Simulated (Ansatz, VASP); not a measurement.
# TiSeS in two plane-wave programs, part 3 of 3

Wanted: the spread between two codes on one cell, functional and k mesh. The cell is taken from a series of runs on this material, whose earlier steps may have relaxed, scaled, displaced or heated it; both programs get it as it stands.

VASP 6.6.1 and Ansatz 0.2.0.

So far: Starting point; Ansatz: zone-centre phonons, PBEsol, pair 1; VASP: zone-centre phonons, PBEsol, pair 1; Side by side.

### Step 5. VASP: zone-centre phonons, PBEsol, pair 2

Level of this step: PBEsol, no spin polarisation; plane waves and PAW (Ti_sv, S, Se) (VASP).

Second derivatives magnify differences that forces hide, and they need a tight electronic threshold.

Contents of INCAR:

```
SYSTEM = TiSeS
PREC = Accurate
ENCUT = 500
EDIFF = 1E-08
NELM = 120
ISMEAR = 1
SIGMA = 0.2
LREAL = .FALSE.
ALGO = Normal
GGA = PS
NBANDS = 18
LASPH = .TRUE.
LORBIT = 11
LWAVE = .FALSE.
LCHARG = .FALSE.
ISIF = 2
IBRION = 8
GGA_COMPAT = .FALSE.
NELMDL = -8
KPAR = 2
```

Contents of POSCAR:

```
TiSeS
1.0
    3.3758459275      0.0000000000      0.0000000000
   -1.6879229638      2.9235683325      0.0000000000
    0.0000000000      0.0000000000     30.0000000000
Ti S Se
1 1 1
Direct
    0.0000000000      0.0000000000      0.3352773850
    0.3333333333      0.6666666667      0.3806791635
    0.6666666667      0.3333333333      0.2807101182
```

Contents of KPOINTS:

```
Automatic mesh
0
Gamma
15 15 1
0 0 0
```

PAW data sets: Ti_sv, S and Se (PBE family, release 64).

The run is started by

```bash
$ mpirun -np 2 vasp_std
```

Numbers of over 12 decimals in the logs are rounded to 6 here.

What it wrote:

```text
[banner, memory and clock lines left out]
running    2 mpi-ranks, on    1 nodes
[...]
[... a notice as in an earlier step ...]

 LDA part: xc-table for (Slater+PW92), standard interpolation
 POSCAR, INCAR and KPOINTS ok, starting setup
[...]
entering main loop
       N       E                     dE             d eps       ncg     rms          rms(c)
DAV:   1     0.170458651479E+03    0.17046E+03   -0.10447E+04  1196   0.976E+02
DAV:   2     0.248912001108E+01   -0.16797E+03   -0.16338E+03  1284   0.240E+02
DAV:   3    -0.223132417477E+02   -0.24802E+02   -0.24589E+02  1710   0.850E+01
DAV:   4    -0.233395502850E+02   -0.10263E+01   -0.10242E+01  1302   0.172E+01
[...]
DAV:  32    -0.202433092534E+02   -0.38609E-07    0.22688E-10   724   0.694E-05    0.460E-05
DAV:  33    -0.202433092643E+02   -0.10873E-07    0.25804E-10   704   0.714E-05    0.145E-05
DAV:  34    -0.202433092655E+02   -0.12096E-08    0.40729E-10   620   0.288E-05
   1 F= -.20243309E+02 E0= -.20243738E+02  d E =0.128664E-02
[...]
RMM:  12    -0.735461358370E-01    0.21937E-07    0.11421E-07 11036   0.315E-04    0.202E-05
RMM:  13    -0.735461563083E-01   -0.20471E-07   -0.18791E-08 10848   0.179E-04    0.593E-06
RMM:  14    -0.735461605056E-01   -0.41973E-08    0.48517E-09 11068   0.102E-04    0.583E-06
 first order change of Fermi-energy   0.39582E-03
 force on displaced ion       3 direction 1 :  -2.855  -0.000  -0.002
 Linear response progress:
  Degree of freedom:   6/  6
       N       E                     dE             d eps       ncg     rms          rms(c)
RMM:   1    -0.133779119841E+00   -0.13378E+00   -0.37679E-03  2355   0.159E+00
RMM:   2    -0.127006426340E+00    0.67727E-02   -0.49988E-03  1945   0.385E-01    0.122E-01
RMM:   3    -0.127203920070E+00   -0.19749E-03   -0.10341E-03  2052   0.166E-01    0.942E-02
RMM:   4    -0.127363624185E+00   -0.15970E-03   -0.44648E-04  2079   0.147E-01    0.622E-02
[...]
RMM:  18    -0.127415250984E+00   -0.12801E-08   -0.10821E-07  2431   0.549E-05    0.485E-06
RMM:  19    -0.127415255906E+00   -0.49225E-08   -0.13001E-07  2461   0.364E-05    0.857E-06
RMM:  20    -0.127415254985E+00    0.92119E-09   -0.61618E-08  2337   0.262E-05    0.307E-06
 first order change of Fermi-energy  -0.50390E+00
 force on displaced ion       3 direction 3 :  -0.000   0.000  -9.699
 Linear response finished
```

Parts of OUTCAR (step 5):

```text
  Total        0.5492397      0.5492397      0.0506712     -0.0000000     -0.0000000      0.0000000
  in kB        2.9720453      2.9720453      0.2741919     -0.0000000     -0.0000000      0.0000000
  external PRESSURE =       2.0727608 kB  Pullay stress =       0.0000000 kB

 POSITION                                       TOTAL-FORCE (eV/Angst)
 -----------------------------------------------------------------------------------
      0.00000      0.00000     10.05832        -0.000000     -0.000000      0.007293
     -0.00000      1.94905     11.42037         0.000000     -0.000000      0.019512
      1.68792      0.97452      8.42130         0.000000      0.000000     -0.026804
 -----------------------------------------------------------------------------------
    total drift:                                0.000000      0.000000     -0.000422

[... 2 further parts left out ...]
```

### Step 6. Ansatz: zone-centre phonons, PBEsol, pair 2

The same cell, functional, mesh and smearing now go to Ansatz, which takes its cutoff from its data sets.

The cell is taken from a series of runs on this material, whose earlier steps may have relaxed, scaled, displaced or heated it; both programs get it as it stands.

Contents of input.yaml:

```yaml
crystal:
  lattice:
    - [3.3758459275, 0.0, 0.0]
    - [-1.6879229638, 2.9235683325, 0.0]
    - [0.0, 0.0, 30.0]
  atoms:
    - { symbol: Ti, position: [0.0, 0.0, 0.335277385] }
    - { symbol: S, position: [0.3333333333, 0.6666666667, 0.3806791635] }
    - { symbol: Se, position: [0.6666666667, 0.3333333333, 0.2807101182] }
  periodic: [true, true, false]
kpoints:
  mp_grid: { grid: [15, 15, 1] }
hamiltonian:
  xc: pbesol
  pseudopotentials: { kind: paw, azcp: { folder: soft_1 }, xc_functional: pbe }
scf:
  occupations: { method: methfessel_paxton, width: 0.2 }
output:
  eigenvalues: true
phonons:
  method: dfpt
```

The run is started by

```bash
$ ansatz run input.yaml --threads 8 --pin off --max-ram 16384MiB --backend cpu --events-out ev --progress --plain --runs-dir out
```

What it wrote:

```text
[...]
Crystal: 3 atoms, lattice volume = 296.085 Å³
Basis set: ecut = 420 eV, 5825 PW (Γ), exchange–correlation on 48×48×432 points (8 copies of the dense FFT grid, shifted against one another)
Bands: 21, of which v1, the nominal top of the filled ones, is band 17 counted from 1 (16 counted from 0)
Symmetry: 6 space group operations
k-points: 64 of 225 (irreducible under 2 space group operations, time reversal used)
[...]
k-point 2: bands = [... 13 lower, -7.9545, -6.7909, -6.4284, -5.7266, -4.7928, -4.0667, -3.9782, -2.3346]
  k-point 63: bands = [... 13 lower, -8.5215, -8.4627, -7.8264, -7.2392, -4.5248, -3.9675, -3.5196, -2.6134]
[...]
ASR residual: 1.726e-5 → 0.000e0 eV/Å²; symmetrization residual: 9.784e-6 eV/Å²
  ASR residual per site (eV/Å²): 8.55e-6 1.73e-5 8.27e-6
  Γ frequencies (cm⁻¹): 0.00 0.00 0.00 128.00 128.00 233.87 233.87 248.44 379.87
[...]
[key lines of the parts left out:]
SCF converged after 13 iterations
Free energy (F): -8786.699038 eV
Fermi energy:    -5.415389 eV
```

### Step 7. Side by side

What differs besides the data sets and the points named for the pairs above, as far as they apply: the data sets hold 34 valence electrons in Ansatz (on its PAW soft_1 files) and 24 in VASP. Total energies have different zeros and are not compared.

Both answers:

| quantity | Ansatz | VASP | difference |
| --- | --- | --- | --- |
| optical mode 1 to 2 (cm⁻¹) | 128.0 | 128.7 | -0.57 % |
| optical mode 3 to 4 (cm⁻¹) | 233.9 | 234.1 | -0.11 % |
| optical mode 5 (cm⁻¹) | 248.4 | 248.8 | -0.14 % |
| optical mode 6 (cm⁻¹) | 379.9 | 380.4 | -0.13 % |

Modes are paired by rising frequency, not by their patterns, so a pair may set unlike modes beside each other; they are those without the splitting of longitudinal modes. Where the cell holds vacuum, a pressure given here is an average over it and none of the material.

### Step 8. Summary of results

```yaml
r_m_s_difference_of_the_optical_zone_centre_modes_each_program_s_sorted_by_frequency_zone_centre_phonons_pbesol_pair_1: 6.5 cm⁻¹
difference_in_optical_mode_2_zone_centre_phonons_pbesol_pair_1: -8.3 %
r_m_s_difference_of_the_optical_zone_centre_modes_each_program_s_sorted_by_frequency_zone_centre_phonons_pbesol_pair_2: 0.51 cm⁻¹
difference_in_optical_mode_1_to_2_zone_centre_phonons_pbesol_pair_2: -0.6 %
```

What this shows: The r.m.s. difference of the optical zone-centre modes, each program's sorted by frequency is 6.5 cm⁻¹ (zone-centre phonons, PBEsol, pair 1). The data sets hold unlike numbers of valence electrons (34 in Ansatz and 24 in VASP), so part of the differences may come from the potentials. Among the rows given in per cent, the largest difference of the zone-centre phonons, PBEsol, pair 1 pair is in optical mode 2, -8.3 %. What causes the difference of the zone-centre phonons, PBEsol, pair 1 pair stays open here. Among the rows given in per cent, the largest difference of the zone-centre phonons, PBEsol, pair 2 pair is in optical mode 1 to 2, -0.6 %. Such differences can come from data sets, numerical settings and the points named under the comparisons, not from the functional's error against experiment.

[Lines on the potential files, build, host, timing and source positions are cut from VASP's logs without a mark.]

[Logs are printed without paths, hosts, clocks, repeated set-up lines and the standing remarks that a program may print on its own settings, such as how far it seeks lower states.]

[Hosts, paths, dates, database ids (printed as entryN), source tags and the programs' standing remarks are cut or masked in the printed files.]
